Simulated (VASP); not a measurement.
The system is HfC.

```xyz
2
Lattice="0.0000 2.3171 2.3171 2.3171 0.0000 2.3171 2.3171 2.3171 0.0000" Properties=species:S:1:pos:R:3 pbc="T T T"
Hf    0.0000    0.0000    0.0000
C     2.3171    2.3171    2.3171
```

The cell is a database's computed one.

| Item | Value |
| --- | --- |
| Program | VASP 6.6.1 |
| Task | relaxation of cell and atoms |
| Functional | PBEsol |
| Potentials or basis | VASP PAW PBE potentials, release 64 (Hf_pv, C) |
| Cutoff | 600 eV |
| k mesh | 6 × 6 × 6 |
| Occupations | gaussian, width 0.1 eV |
| Spin | no spin polarisation |

At the start: pressure -4.7 GPa; volume 12.44 Å³/atom.

Task: How do energy, volume and symmetry change on relaxing?

Result: Over 3 steps the energy falls by 3.5 meV/atom and the volume is 12.21 Å³/atom (-1.9 %); space group Fm-3m (No. 225, to 0.05 Å).

Step by step:
```
step  energy change (eV)  largest force (eV/Å)  pressure (GPa)  volume (Å³)
   1              0.0000                0.0000           -4.65        24.88
   2              0.0157                0.0000            9.21        23.60
   3             -0.0069                0.0000           -0.04        24.42
```

Final structure:
```
Hf C
1.0
     0.00000    2.30264    2.30264
     2.30264    0.00000    2.30264
     2.30264    2.30264    0.00000
Hf C
1 1
Direct
  0.00000 0.00000 0.00000
  0.50000 0.50000 0.50000
```

Caveat: the k mesh is coarse (spacing up to 0.39 Å⁻¹), so the values aren't converged; the PAW data sets were made with another functional, which shifts forces and pressure a little.
